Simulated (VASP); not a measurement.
Data:

```
CELL_PARAMETERS angstrom
      0.00000     2.90237     2.90237
      2.90237     0.00000     2.90237
      2.90237     2.90237     0.00000
ATOMIC_POSITIONS crystal
  Cd 0.00000 0.00000 0.00000
  S  0.25000 0.25000 0.25000
```

All values below come from PBE GGA with D4 dispersion, VASP's PBE PAW potentials (set 64) (plane waves; VASP). Run with 520 eV cut-off, 8×8×8 Γ-centred mesh, Gaussian smearing of 0.050 eV, potentials Cd S.

Task: The job: CdS (zinc blende), 2 atoms, PBE-D4, static run, 520 eV, 8×8×8 Γ-centred mesh. Roughly how much core time does it take on a busy server core?

Result: About 10 core-seconds (one run on a shared machine, a rough figure). It had 29 irreducible k-points, 13 bands, up to 1363 plane waves and 14 electronic steps.

The compound is CdS in the zinc blende structure, a metastable form; wurtzite is the usual one. This cell is one point of a volume scan, at 0.97 of the reference volume.
